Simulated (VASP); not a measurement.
# Be3BAs3 (P4/mmm) in VASP: further runs, part 2 of 2

VASP 6.6.1. The steps go on from the part before.

### Step 3. Relaxation of cell and atoms, PBE (random cell by space group and Wyckoff sites (P4/mmm, No. 123))

The input, INCAR:

```
  PREC = Accurate
  ENCUT = 600
  EDIFF = 1E-7
  ISMEAR = 0
  SIGMA = 0.1
  LREAL = F
  LASPH = T
  NELM = 60
  ALGO = Normal
  ISIF = 3
  LWAVE = F
  LCHARG = F
  GGA = PE
  IBRION = 2
  NSW = 100
  EDIFFG = -0.01
```

The input, KPOINTS:

```
regular mesh
0
Gamma
  8 8 6
```

The input, POSCAR:

```
Be3BAs3
1.0
    4.5533175419      0.0000000000      0.0000000000
    0.0000000000      4.5533175419      0.0000000000
    0.0000000000      0.0000000000      7.6417277663
Be B As
3 1 3
Direct
    0.5000000000      0.5000000000      0.7658712421
    0.5000000000      0.5000000000      0.2341287579
    0.0000000000      0.0000000000      0.0000000000
    0.5000000000      0.5000000000      0.0000000000
    0.0000000000      0.5000000000      0.0000000000
    0.5000000000      0.0000000000      0.0000000000
    0.5000000000      0.5000000000      0.5000000000
```

Potentials or basis: VASP PAW PBE potentials, release 64 (Be, B, As).

Run with:

```bash
cat potpaw_PBE.64/Be/POTCAR potpaw_PBE.64/B/POTCAR potpaw_PBE.64/As/POTCAR > POTCAR
mpirun -np 1 vasp_std > vasp.out
```

Wall time 4.2 min (1 thread of Intel Xeon 6975P-C (Granite Rapids), shared host); peak memory 0.42 GiB.

It converged, with:

```yaml
Free_energy: -26.3750 eV
Relaxed_volume: 22.84 Å³/atom
Relaxed_cell: a = 4.564 Å, b = 4.564 Å, c = 7.675 Å, α = 90.00°, β = 90.00°, γ = 90.00°
Space_group_after_relaxing_to_0.05_Å: P4/mmm (No. 123)
Energy_gained_by_relaxing: 0.6 meV/atom
Ionic_steps: 4
Pressure_after_relaxing: 0.0 GPa
Band_gap_on_the_k_mesh: none (metal or under the smearing width)
```

Forces in eV/Å, atoms in the order of the input:
```
Be   0.000  0.000  0.003
Be   0.000  0.000 -0.003
Be   0.000  0.000  0.000
B    0.000  0.000  0.000
As   0.000  0.000  0.000
As   0.000  0.000  0.000
As   0.000  0.000  0.000
```

Step by step:
```
step  energy change (eV)  largest force (eV/Å)  pressure (GPa)  volume (Å³)
   1              0.0000                0.1777            0.50       158.43
   2             -0.0039                0.0019           -0.06       160.05
   3             -0.0040                0.0179            0.00       159.86
   4             -0.0040                0.0028            0.01       159.90
```

Final structure:
```yaml
crystal:
  lattice:
    - [4.56444, 0.00000, 0.00000]
    - [0.00000, 4.56444, 0.00000]
    - [0.00000, 0.00000, 7.67499]
  atoms:
    - { symbol: Be, position: [0.50000, 0.50000, 0.76475] }
    - { symbol: Be, position: [0.50000, 0.50000, 0.23525] }
    - { symbol: Be, position: [0.00000, 0.00000, 0.00000] }
    - { symbol: B, position: [0.50000, 0.50000, 0.00000] }
    - { symbol: As, position: [0.00000, 0.50000, 0.00000] }
    - { symbol: As, position: [0.50000, 0.00000, 0.00000] }
    - { symbol: As, position: [0.50000, 0.50000, 0.50000] }
```

Levels at points of the mesh, in eV from the Fermi level:
```
           k point  band 9  band 10  band 11  band 12  band 13  band 14  band 15  band 16
(0.00, 0.00, 0.00)   -1.14    -1.14     0.11     0.11     0.31     0.48     2.08     2.42
(0.50, 0.00, 0.00)   -2.74    -2.51    -1.19     0.23     1.00     1.84     2.26     2.79
(0.50, 0.50, 0.00)   -1.91    -0.96    -0.96     1.56     2.01     2.04     2.04     2.32
(0.00, 0.00, 0.50)   -1.12    -1.12    -0.18    -0.18     0.29     0.41     2.87     3.92
(0.50, 0.00, 0.50)   -2.81    -2.73    -0.36    -0.02     0.94     1.66     2.30     2.82
(0.50, 0.50, 0.50)   -2.29    -0.04    -0.04     1.47     1.77     1.77     2.01     2.32
```

### Step 4. Single point, PBE (random cell by space group and Wyckoff sites (P4/mmm, No. 123))

The input, INCAR:

```
SYSTEM = Be3BAs3
ALGO     = Fast           ! electronic algorithm
EDIFF    = 1E-6           ! SCF threshold, eV
ENCUT    = 520            ! plane-wave cutoff, eV
GGA      = PE             ! functional
ISIF     = 2              ! what is computed and relaxed
ISMEAR   = 0              ! smearing method
LASPH    = .TRUE.         ! aspherical terms in the spheres
LCHARG   = .FALSE.        ! write CHGCAR
LREAL    = .FALSE.        ! projectors in reciprocal space
LWAVE    = .FALSE.        ! write WAVECAR
NBANDS   = 21             ! bands
NELM     = 80             ! most SCF steps
PREC     = Accurate       ! precision mode
SIGMA    = 0.1            ! smearing width, eV
```

The input, KPOINTS:

```
k-points
0
G
  4 4 2
  0 0 0
```

POSCAR is that of step 3.

Run with:

```bash
cat potpaw_PBE.64/Be/POTCAR potpaw_PBE.64/B/POTCAR potpaw_PBE.64/As/POTCAR > POTCAR
mpirun -np 1 vasp_std > vasp.out
```

It took 26 s on 1 thread of Intel Xeon 6975P-C (Granite Rapids), shared host; peak memory 0.27 GiB.

The run converged. Its results:

- Free energy: -26.6360 eV
- Pressure: 0.3 GPa
- Largest force: 0.013 eV/Å
- Band gap on the k mesh: none (metal or under the smearing width)

Forces in eV/Å, atoms in the order of the input:
```
Be   0.000  0.000  0.013
Be   0.000  0.000 -0.013
Be   0.000  0.000  0.000
B    0.000  0.000  0.000
As   0.000  0.000  0.000
As   0.000  0.000  0.000
As   0.000  0.000  0.000
```

Stress tensor (GPa, compression positive):
```
 0.43  0.00  0.00
 0.00  0.43  0.00
 0.00  0.00 -0.01
```

Levels at points of the mesh, in eV from the Fermi level:
```
           k point  band 10  band 11  band 12  band 13  band 14  band 15
(0.00, 0.00, 0.00)    -1.07     0.06     0.06     0.31     0.57     2.12
(0.50, 0.00, 0.00)    -2.52    -1.27     0.17     1.07     2.02     2.38
(0.50, 0.50, 0.00)    -1.03    -1.03     1.56     2.14     2.21     2.21
(0.00, 0.00, 0.50)    -1.04    -0.24    -0.24     0.29     0.50     2.96
(0.50, 0.00, 0.50)    -2.70    -0.41    -0.08     1.01     1.79     2.42
(0.50, 0.50, 0.50)    -0.09    -0.09     1.47     1.90     1.90     2.14
```

Caveat: the k mesh is coarse (spacing up to 0.41 Å⁻¹), so the values aren't converged.

### Step 5. Relaxation of cell and atoms, PBE (random cell by space group and Wyckoff sites (P4/mmm, No. 123))

The input, INCAR:

```
  ALGO = Fast
  EDIFF = 1E-6
  EDIFFG = -0.04
  ENCUT = 600
  GGA = PE
  IBRION = 2
  ISIF = 3
  ISMEAR = 0
  LASPH = True
  LCHARG = False
  LREAL = False
  LWAVE = False
  NELM = 60
  NSW = 90
  PREC = Accurate
  SIGMA = 0.1
```

The input, KPOINTS:

```
k-points
0
Gamma
  4 4 2
```

The input, POSCAR:

```
Be3BAs3
1.0
    3.7944575700      0.0000000000      0.0000000000
    0.0000000000      3.7944575700      0.0000000000
    0.0000000000      0.0000000000      8.1335265600
Be B As
3 1 3
Direct
    0.5000000000      0.5000000000      0.7033066800
    0.5000000000      0.5000000000      0.2966933200
    0.0000000000      0.0000000000      0.0000000000
    0.5000000000      0.5000000000      0.0000000000
    0.0000000000      0.5000000000      0.0000000000
    0.5000000000      0.0000000000      0.0000000000
    0.5000000000      0.5000000000      0.5000000000
```

Run with:

```bash
cat potpaw_PBE.64/Be/POTCAR potpaw_PBE.64/B/POTCAR potpaw_PBE.64/As/POTCAR > POTCAR
mpirun -np 1 vasp_std > vasp.out
```

Wall time 2.5 min (1 thread of Intel Xeon 6975P-C (Granite Rapids), shared host); peak memory 0.26 GiB.

It converged, with:

```yaml
Free_energy: -26.6350 eV
Relaxed_volume: 22.78 Å³/atom
Relaxed_cell: a = 4.566 Å, b = 4.566 Å, c = 7.648 Å, α = 90.00°, β = 90.00°, γ = 90.00°
Space_group_after_relaxing_to_0.05_Å: P4/mmm (No. 123)
Energy_gained_by_relaxing: 1609.3 meV/atom
Ionic_steps: 11
Pressure_after_relaxing: 0.0 GPa
Band_gap_on_the_k_mesh: none (metal or under the smearing width)
```

Step by step:
```tsv
step	energy change (eV)	largest force (eV/Å)	pressure (GPa)	volume (Å³)
1	0.0000	11.4576	48.96	117.11
2	-7.7663	0.5867	-8.82	226.14
3	-9.2489	0.9845	-3.16	174.23
4	-10.9690	1.4430	-2.44	168.05
5	-11.1312	1.4463	-1.43	165.71
6	-11.1343	1.4304	-1.22	165.30
7	-11.2431	0.3124	-0.07	160.53
8	-11.2464	0.0421	-0.27	161.21
9	-11.2644	0.0062	-0.25	160.27
10	-11.2644	0.0065	-0.25	160.27
11	-11.2650	0.0019	0.01	159.43
```

Final structure:
```
Be B As
1.0
     4.56566    0.00000    0.00000
     0.00000    4.56566    0.00000
     0.00000    0.00000    7.64839
Be B As
3 1 3
Cartesian
  2.2828 2.2828 5.8585
  2.2828 2.2828 1.7899
  0.0000 4.5657 0.0000
  2.2828 2.2828 0.0000
  0.0000 2.2828 0.0000
  2.2828 4.5657 0.0000
  2.2828 2.2828 3.8242
```

Levels at points of the mesh, in eV from the Fermi level:
```csv
k point,band 8,band 9,band 10,band 11,band 12,band 13,band 14,band 15,band 16
"(0.00, 0.00, 0.00)",-2.93,-1.06,-1.06,0.07,0.07,0.31,0.57,2.12,2.45
"(0.50, 0.00, 0.00)",-2.74,-2.70,-2.49,-1.25,0.17,1.06,2.00,2.36,3.45
"(0.50, 0.50, 0.00)",-1.90,-1.90,-1.02,-1.02,1.58,2.12,2.20,2.20,2.35
"(0.00, 0.00, 0.50)",-3.60,-1.03,-1.03,-0.23,-0.23,0.29,0.50,2.92,4.61
"(0.50, 0.00, 0.50)",-3.28,-2.82,-2.70,-0.39,-0.08,1.00,1.78,2.40,2.89
"(0.50, 0.50, 0.50)",-2.30,-2.30,-0.07,-0.07,1.49,1.89,1.89,2.12,2.35
```

Caveat: the k mesh is coarse (spacing up to 0.41 Å⁻¹), so the values aren't converged; the volume moved by over 15 % at a fixed basis, so the end points are rough.

### Step 6. Single point, PBE (random cell by space group and Wyckoff sites (P4/mmm, No. 123))

The input, INCAR:

```
SYSTEM = Be3BAs3
  ALGO = Normal
  EDIFF = 1E-7
  ENCUT = 520
  GGA = PE
  ISIF = 2
  ISMEAR = 0
  LASPH = .True.
  LCHARG = .True.
  LELF = .True.
  LREAL = .False.
  LVHAR = .True.
  LWAVE = .False.
  NBANDS = 21
  NELM = 80
  PREC = Accurate
  SIGMA = 0.1
```

The input, KPOINTS:

```
k-points
0
Gamma
  4 4 2
  0 0 0
```

POSCAR is that of step 5.

Potentials or basis: VASP PAW PBE potentials, release 64 (Be, B, As).

Run with:

```bash
cat potpaw_PBE.64/Be/POTCAR potpaw_PBE.64/B/POTCAR potpaw_PBE.64/As/POTCAR > POTCAR
mpirun -np 1 vasp_std > vasp.out
```

It took 20 s on 1 thread of Intel Xeon 6975P-C (Granite Rapids), shared host; peak memory 0.21 GiB.

Results (log left out):

- Free energy: -15.3682 eV
- Pressure: 49.0 GPa
- Largest force: 11.453 eV/Å
- Band gap on the k mesh: none (metal or under the smearing width)

Forces on the atoms (eV/Å):
```
Be    0.000   0.000  11.453
Be    0.000   0.000 -11.453
Be    0.000   0.000   0.000
B     0.000   0.000   0.000
As    0.000   0.000   0.000
As    0.000   0.000   0.000
As    0.000   0.000   0.000
```

Stress tensor (GPa, compression positive):
```
57.09  0.00  0.00
 0.00 57.09  0.00
 0.00  0.00 32.71
```

Levels at points of the mesh, in eV from the Fermi level:
```tsv
k point	band 9	band 10	band 11	band 12	band 13	band 14	band 15	band 16
(0.00, 0.00, 0.00)	-0.90	-0.90	-0.54	-0.22	-0.22	1.23	1.66	3.05
(0.50, 0.00, 0.00)	-3.83	-2.95	-2.02	0.12	0.74	2.20	3.08	3.20
(0.50, 0.50, 0.00)	-2.58	-2.35	-2.35	0.22	2.13	3.08	3.08	3.69
(0.00, 0.00, 0.50)	-0.90	-0.90	-0.30	-0.30	0.47	1.22	1.64	2.81
(0.50, 0.00, 0.50)	-4.22	-2.23	-2.02	0.05	0.53	1.41	3.07	4.12
(0.50, 0.50, 0.50)	-3.13	-1.30	-1.30	0.18	1.38	1.38	2.57	3.73
```

Caveat: the k mesh is coarse (spacing up to 0.41 Å⁻¹), so the values aren't converged; a pressure of tens of GPa on the cell as given is suspect, and the run, the potentials or the cell itself is likely at fault; forces of over 1 eV/Å show positions far from the minimum, so gaps and moduli don't describe the material at rest.

### Step 7. Overview

| task | cell | k mesh | cutoff (eV) | mesh quality | gap on the mesh (eV) | pressure (GPa) | relaxed volume (Å³/atom) | largest force (eV/Å) |
| --- | --- | --- | --- | --- | --- | --- | --- | --- |
| single point | random cell by space group and Wyckoff sites (P4/mmm, No. 123) | 8 × 8 × 6 | 520 | not flagged | none | 0.1 | - | 0.03 |
| relaxation of cell and atoms | relaxed from: random cell by space group and Wyckoff sites (P4/mmm, No. 123) | 8 × 8 × 6 | 600 | not flagged | none | 0.0 | 22.84 | - |
| single point | random cell by space group and Wyckoff sites (P4/mmm, No. 123) | 4 × 4 × 2 | 520 | coarse | none | 49.0 | - | 11.45 |
| relaxation of cell and atoms | relaxed from: random cell by space group and Wyckoff sites (P4/mmm, No. 123) | 4 × 4 × 2 | 600 | coarse | none | 0.0 | 22.78 | - |

Alike in all rows: level PBE; potentials or basis VASP PAW PBE potentials, release 64 (Be, B, As); no spin polarisation; smearing gaussian 0.1 eV.

Caveats: some runs use coarse meshes; a pressure of tens of GPa on the cell as given is suspect, and the run, the potentials or the cell itself is likely at fault (some runs); forces of over 1 eV/Å show positions far from the minimum, so gaps and moduli don't describe the material at rest (some runs); the volume moved by over 15 % at a fixed basis, so the end points are rough (some runs).

Absolute energies hang on the potentials; compare differences alone.
